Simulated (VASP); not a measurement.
# Si3N4: NMR shieldings, part 3 of 5

What are the shielding tensors of Si3N4? The cell has space group P6_3/m. The start is a cell from a database of measured crystal structures.

VASP 6.6.1, plane waves and PAW; the level of theory is named at each step.

So far. Step 2 (Ground state): The cell has a gap of 4.32 eV on this mesh and a pressure of +5.3 GPa, which holds the misfit of the given cell and coordinates with this functional, and any error of cutoff, mesh and data sets.

## (3) Shielding tensors (continued)

Level of this step: chemical shifts by linear response (GIPAW), PBE; plane waves and PAW (Si, N) (VASP).

From OUTCAR (step 3):

```text
 Found     12 irreducible k-points:

   NELECT =      64.0000    total number of electrons

  Total        4.7422238      4.7422238      4.8394393      0.0000000     -0.0000000      0.0000000
  in kB       52.2025419     52.2025419     53.2726924      0.0000000     -0.0000000      0.0000000
  external PRESSURE =      52.5592588 kB  Pullay stress =       0.0000000 kB

 POSITION                                       TOTAL-FORCE (eV/Angst)
 -----------------------------------------------------------------------------------
     -0.21660      2.67428      2.17972        -0.009854      0.023722      0.000000
      2.20770      1.52472      0.72657         0.015617      0.020395      0.000000
     -1.37791      5.43604      2.17972         0.025471     -0.003327      0.000000
      4.01880      3.91132      0.72657         0.009854     -0.023722     -0.000000
      1.59450      5.06088      2.17972        -0.015617     -0.020395      0.000000
      5.18011      1.14956      0.72657        -0.025471      0.003327     -0.000000
     -0.00000      4.39040      2.17972        -0.000000      0.000000     -0.000000
      3.80220      2.19520      0.72657        -0.000000     -0.000000     -0.000000
      1.37161      1.97397      2.17972        -0.047578     -0.005693     -0.000000
     -1.40689      6.38474      0.72657        -0.028719      0.038358     -0.000000
      4.82590      4.41077      2.17972         0.018859      0.044050     -0.000000
      2.43059      4.61163      0.72657         0.047578      0.005693      0.000000
      5.20909      0.20086      2.17972         0.028719     -0.038358     -0.000000
     -1.02370      2.17483      0.72657        -0.018859     -0.044050     -0.000000
 -----------------------------------------------------------------------------------
    total drift:                                0.000000      0.000000      0.000000

 Electric field gradients after diagonalization (V/A^2)
 (convention: |V_zz| > |V_xx| > |V_yy|)
----------------------------------------------------------------------
 ion       V_xx      V_yy      V_zz     asymmetry (V_yy - V_xx)/ V_zz
----------------------------------------------------------------------
   1      -5.688    -3.931     9.619       0.183
   2      -5.688    -3.931     9.619       0.183
   3      -5.688    -3.931     9.619       0.183
   4      -5.688    -3.931     9.619       0.183
   5      -5.688    -3.931     9.619       0.183
   6      -5.688    -3.931     9.619       0.183
   7      22.951    22.950   -45.901       0.000
   8      22.951    22.950   -45.901       0.000
   9      25.167    21.053   -46.220       0.089
  10      25.167    21.053   -46.220       0.089
  11      25.168    21.052   -46.220       0.089
  12      25.167    21.053   -46.220       0.089
  13      25.167    21.053   -46.220       0.089
  14      25.168    21.052   -46.220       0.089
----------------------------------------------------------------------

  ORBITAL MAGNETIC SUSCEPTIBILITY, excluding core contribution
 -------------------------------------------------------------
  Approximate magnetic susceptibility, pGv (10^-6 cm^3/mole)
     1        -98.267111          0.024450          0.000000
     2         -0.065412        -98.191318          0.000000
     3          0.000000          0.000000        -99.885844
 -------------------------------------------------------------
  Approximate magnetic susceptibility, vGv (10^-6 cm^3/mole)
     1        -83.888935         -0.063417          0.000000
     2          0.004906        -83.836270          0.000000
     3          0.000000          0.000000        -85.066895

  CSA tensor (J. Mason, Solid State Nucl. Magn. Reson. 2, 285 (1993))
  for chemical shielding  (including the isotropic core contribution)

  BDIR labels direction of applied magnetic field (i.e. B0)
  For BDIR==1, B0 along x-axis, etc.
  Induced field listed along cartesian directions for each BDIR
 ------------------------------------------------------------------------------------------
                 EXCLUDING G=0 CONTRIBUTION              INCLUDING G=0 CONTRIBUTION
 ------------------------------------------------------------------------------------------
  ion  BDIR            X           Y           Z                X           Y           Z
          (   iso_shield        span        skew ) (   iso_shield        span        skew )
 ------------------------------------------------------------------------------------------
    1     1     362.7956     -7.0782      0.0000         373.6291     -7.0805      0.0000
          2       6.4931    379.9375      0.0000           6.4994    390.7637      0.0000
          3       0.0000      0.0000    385.2608           0.0000      0.0000    396.2490
          (     375.9980     22.4702     -0.5266 ) (     386.8806     22.6249     -0.5155 )

    2     1     375.3981      0.7837      0.0000         386.2316      0.7814      0.0000
          2      14.3545    367.3357      0.0000          14.3607    378.1620      0.0000
          3      -0.0000      0.0000    385.2611          -0.0000      0.0000    396.2492
          (     375.9983     22.4698     -0.5266 ) (     386.8809     22.6316     -0.5163 )

    3     1     375.9058    -14.0617      0.0000         386.7392    -14.0640      0.0000
          2      -0.4902    366.8271      0.0000          -0.4839    377.6533      0.0000
          3      -0.0000     -0.0000    385.2604          -0.0000     -0.0000    396.2485
          (     375.9977     22.4697     -0.5266 ) (     386.8804     22.6283     -0.5160 )

    4     1     362.7956     -7.0782      0.0000         373.6291     -7.0805      0.0000
          2       6.4931    379.9375      0.0000           6.4994    390.7637      0.0000
          3       0.0000      0.0000    385.2608           0.0000      0.0000    396.2490
          (     375.9980     22.4702     -0.5266 ) (     386.8806     22.6249     -0.5155 )

    5     1     375.3981      0.7837      0.0000         386.2316      0.7814      0.0000
          2      14.3545    367.3357      0.0000          14.3607    378.1620      0.0000
          3      -0.0000      0.0000    385.2611          -0.0000      0.0000    396.2492
          (     375.9983     22.4698     -0.5266 ) (     386.8809     22.6316     -0.5163 )

    6     1     375.9058    -14.0617      0.0000         386.7392    -14.0640      0.0000
          2      -0.4902    366.8271      0.0000          -0.4839    377.6533      0.0000
          3      -0.0000     -0.0000    385.2604          -0.0000     -0.0000    396.2485
          (     375.9977     22.4697     -0.5266 ) (     386.8804     22.6283     -0.5160 )

    7     1     103.4646      3.3797      0.0000         114.2981      3.3774      0.0000
          2      -3.3780    103.4644      0.0000          -3.3717    114.2906      0.0000
          3       0.0000      0.0000    141.9568           0.0000      0.0000    152.9450
          (     116.2953     38.4932      0.9999 ) (     127.1779     38.6553      0.9995 )

    8     1     103.4646      3.3797      0.0000         114.2981      3.3774      0.0000
          2      -3.3780    103.4644      0.0000          -3.3717    114.2906      0.0000
          3       0.0000      0.0000    141.9568           0.0000      0.0000    152.9450
          (     116.2953     38.4932      0.9999 ) (     127.1779     38.6553      0.9995 )

    9     1     137.8865      4.3354      0.0000         148.7199      4.3331      0.0000
          2       4.7684    153.4250      0.0000           4.7746    164.2512      0.0000
          3       0.0000     -0.0000    119.2246           0.0000     -0.0000    130.2127
          (     136.8453     35.4357      0.0164 ) (     147.7280     35.2752      0.0208 )

   10     1     153.4837      4.2357      0.0000         164.3172      4.2334      0.0000
          2       4.6687    137.8291      0.0000           4.6750    148.6553      0.0000
          3       0.0000      0.0000    119.2252           0.0000      0.0000    130.2134
          (     136.8460     35.4361      0.0165 ) (     147.7286     35.2819      0.0214 )

   11     1     145.5981     -9.2197      0.0000         156.4316     -9.2220      0.0000
          2      -8.7888    145.7139     -0.0000          -8.7825    156.5402     -0.0000
          3       0.0000      0.0000    119.2257           0.0000      0.0000    130.2139
          (     136.8459     35.4348      0.0164 ) (     147.7285     35.2744      0.0208 )

   12     1     137.8865      4.3354      0.0000         148.7199      4.3331      0.0000
          2       4.7684    153.4250      0.0000           4.7746    164.2512      0.0000
          3       0.0000     -0.0000    119.2246           0.0000     -0.0000    130.2127
          (     136.8453     35.4357      0.0164 ) (     147.7280     35.2752      0.0208 )

   13     1     153.4837      4.2357      0.0000         164.3172      4.2334      0.0000
          2       4.6687    137.8291      0.0000           4.6750    148.6553      0.0000
          3       0.0000      0.0000    119.2252           0.0000      0.0000    130.2134
          (     136.8460     35.4361      0.0165 ) (     147.7286     35.2819      0.0214 )

   14     1     145.5981     -9.2197      0.0000         156.4316     -9.2220      0.0000
          2      -8.7888    145.7139     -0.0000          -8.7825    156.5402     -0.0000
          3       0.0000      0.0000    119.2257           0.0000      0.0000    130.2139
          (     136.8459     35.4348      0.0164 ) (     147.7285     35.2744      0.0208 )
 ------------------------------------------------------------------------------------------

[... 8 parts as in an earlier step ...]

[... 2 further parts left out ...]
```

This step gave:

* free energy (TOTEN): -114.4886 eV
* Fermi energy: 6.839 eV
* pressure: 5.256 GPa
* gap on the k-mesh: 4.309 eV

Valence and core; the G = 0 term is that of a spherical sample. NMR shielding, by row:

```csv
atom,isotropic shielding (ppm),span (ppm),skew,isotropic shielding without the G = 0 term (ppm)
Si1,386.9,22.62,-0.5155,376
Si2,386.9,22.63,-0.5163,376
Si3,386.9,22.63,-0.516,376
Si4,386.9,22.62,-0.5155,376
Si5,386.9,22.63,-0.5163,376
Si6,386.9,22.63,-0.516,376
N7,127.2,38.66,0.9995,116.3
N8,127.2,38.66,0.9995,116.3
N9,147.7,35.28,0.0208,136.8
N10,147.7,35.28,0.0214,136.8
N11,147.7,35.27,0.0208,136.8
N12,147.7,35.28,0.0208,136.8
N13,147.7,35.28,0.0214,136.8
N14,147.7,35.27,0.0208,136.8
```

Ordered as |Vzz| ≥ |Vxx| ≥ |Vyy|, the program's way. Electric field gradients, by row:

```csv
atom,Vxx (V/Å²),Vyy (V/Å²),Vzz (V/Å²),asymmetry
Si1,-5.688,-3.931,9.619,0.183
Si2,-5.688,-3.931,9.619,0.183
Si3,-5.688,-3.931,9.619,0.183
Si4,-5.688,-3.931,9.619,0.183
Si5,-5.688,-3.931,9.619,0.183
Si6,-5.688,-3.931,9.619,0.183
N7,22.95,22.95,-45.9,0
N8,22.95,22.95,-45.9,0
N9,25.17,21.05,-46.22,0.089
N10,25.17,21.05,-46.22,0.089
N11,25.17,21.05,-46.22,0.089
N12,25.17,21.05,-46.22,0.089
N13,25.17,21.05,-46.22,0.089
N14,25.17,21.05,-46.22,0.089
```

(Part 3 of 5 ends here.)

[Lines on the potential files, build, host, timing and source positions are cut from VASP's logs without a mark.]

[Logs are printed without paths, hosts, clocks, repeated set-up lines and the standing remarks that a program may print on its own settings, such as how far it seeks lower states.]

[Hosts, paths, dates, database ids (printed as entryN), source tags and the programs' standing remarks are cut or masked in the printed files.]
